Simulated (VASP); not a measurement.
VASP ran on this input.

KPOINTS:
```
Automatic mesh
0
Gamma
12 12 12
0 0 0
```

File POSCAR:
```
ZrN
1
    0.0000000000     2.2900000000     2.2900000000
    2.2900000000     0.0000000000     2.2900000000
    2.2900000000     2.2900000000     0.0000000000
Zr N
1 1
Direct
  0.0000000000   0.0000000000   0.0000000000
  0.5000000000   0.5000000000   0.5000000000
```

**INCAR**
```
! general
SYSTEM   =  ZrN
PREC     =  Accurate
ENCUT    =  520
LREAL    =  .False.
LASPH    =  .True.

! electronic loop
EDIFF    =  1E-6
NELM     =  100
ALGO     =  Normal
LMAXMIX  =  4

! smearing
ISMEAR   =  1
SIGMA    =  0.1

! functional
GGA      =  RE

! ions
IBRION   =  2
NSW      =  60
ISIF     =  3
EDIFFG   =  -0.01

! output
LWAVE    =  .False.
LCHARG   =  .False.
```

POTCAR, in this order: Zr_sv N (PBE.64 set). Program: vasp_std.

**Question.** Write an equivalent input for Ansatz.

**Answer.** One equivalent input (not run):
Ansatz 0.2 input:
```yaml
crystal:
  lattice:
    - [0.0000000, 2.2900000, 2.2900000]
    - [2.2900000, 0.0000000, 2.2900000]
    - [2.2900000, 2.2900000, 0.0000000]
  atoms:
    - { symbol: Zr, position: [0.0000000, 0.0000000, 0.0000000] }
    - { symbol: N, position: [0.5000000, 0.5000000, 0.5000000] }
kpoints:
  mp_grid: { grid: [12, 12, 12] }
hamiltonian:
  xc: revpbe
  pseudopotentials: { kind: paw }
scf:
  occupations: { method: methfessel_paxton, width: 0.1 }
  max_iter: 100
relax:
  max_steps: 60
  f_tol: 0.01
  cell: {}
output: { forces: true, stress: true, eigenvalues: true }
```
What does not carry over: each code has its own PAW files, so the cut-off isn't converted (ENCUT is set for VASP's; basis.ecutwfc is left out, and Ansatz then takes the one that its files recommend); Ansatz stops its SCF on the density residual and VASP on the energy change (EDIFF).

The compound is ZrN in the rock salt structure. This run relaxes it. Symmetry was kept, so distortions that lower it aren't found.
